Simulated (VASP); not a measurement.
Input:

```xyz
8
Lattice="4.5549 0.0000 0.0000 0.0000 6.4416 0.0000 0.0000 0.0000 24.0670" Properties=species:S:1:pos:R:3 pbc="T T T"
Te     2.2774     0.0000    10.8947
Te     0.0000     3.2208     8.6173
Te     2.2774     0.0000    15.4496
Te     0.0000     3.2208    13.1722
Pb     0.0000     0.0000     8.6173
Pb     2.2774     3.2208    10.8947
Pb     0.0000     0.0000    13.1722
Pb     2.2774     3.2208    15.4496
```

All values below come from PBEsol GGA, VASP's PBE PAW potentials (set 64) (plane waves; VASP). Numerical set-up: PREC = Normal, EDIFF = 1E-5, 400 eV cut-off, 5×3×1 Γ-centred mesh, Gaussian smearing of 0.050 eV, potentials Te Pb_d.

The ions are relaxed. Give the cell that the relaxation ends in.

```xyz
8
Lattice="4.5549 0.0000 0.0000 0.0000 6.4416 0.0000 0.0000 0.0000 24.0670" Properties=species:S:1:pos:R:3 pbc="T T T"
Te     2.2774     0.0000    10.8922
Te     0.0000     3.2208     8.4954
Te     2.2774     0.0000    15.5715
Te     0.0000     3.2208    13.1748
Pb     0.0000     0.0000     8.8616
Pb     2.2774     3.2208    10.5412
Pb     0.0000     0.0000    13.5258
Pb     2.2774     3.2208    15.2054
```

How much energy does the relaxation gain?

The energy (σ→0) changes by -63.8 meV/atom, in 11 ionic steps.

```tsv
step	E(σ→0) (eV)	max force (eV/Å)	pressure (GPa)	volume (Å³)
1	-31.4398	0.933	-0.78	706.14
2	-31.6418	0.749	-0.66	706.14
3	-31.8821	0.180	-0.09	706.14
4	-31.8821	0.200	-0.12	706.14
5	-31.8905	0.135	-0.12	706.14
6	-31.9016	0.212	-0.13	706.14
7	-31.9094	0.191	-0.14	706.14
8	-31.9289	0.119	-0.19	706.14
9	-31.9483	0.051	-0.27	706.14
10	-31.9489	0.061	-0.29	706.14
11	-31.9503	0.022	-0.30	706.14
```

The cell is a thin slab with vacuum, built from PbTe (rock salt): (110) face.
